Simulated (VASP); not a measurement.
SrTiO₃ (cubic perovskite): the LDA highest Γ mode (no LO-TO splitting) against the volume, with the cell scaled uniformly; LDA's own equilibrium is at 11.514 Å³/atom. VASP (PAW), 520 eV cut-off, 7×7×7 Γ-centred mesh, Gaussian smearing of 0.010 eV, potentials Sr_sv Ti_sv O.  Fit ln ω as a straight line in ln V.

| V (Å³/atom) | ln(ω/cm⁻¹) |
|---|---|
| 10.478 | 6.5383 |
| 10.823 | 6.4658 |
| 11.169 | 6.3940 |
| 11.514 | 6.3289 |
| 11.859 | 6.2639 |
| 12.205 | 6.2084 |

Problem. Fit the rows as the text says and predict the value at 10.132.

Solution. The slope is -2.17, a mode Grüneisen parameter of 2.17. The line misses the rows by up to 0.0044 and gives 6.6088 at 10.132. The run gave 6.6101, +0.0013 from the line.

Left out are failed runs and those whose mesh is unfit for this quantity.

The compound is SrTiO3 in the cubic perovskite structure, the ideal cubic form; the compound distorts at low or room temperature.
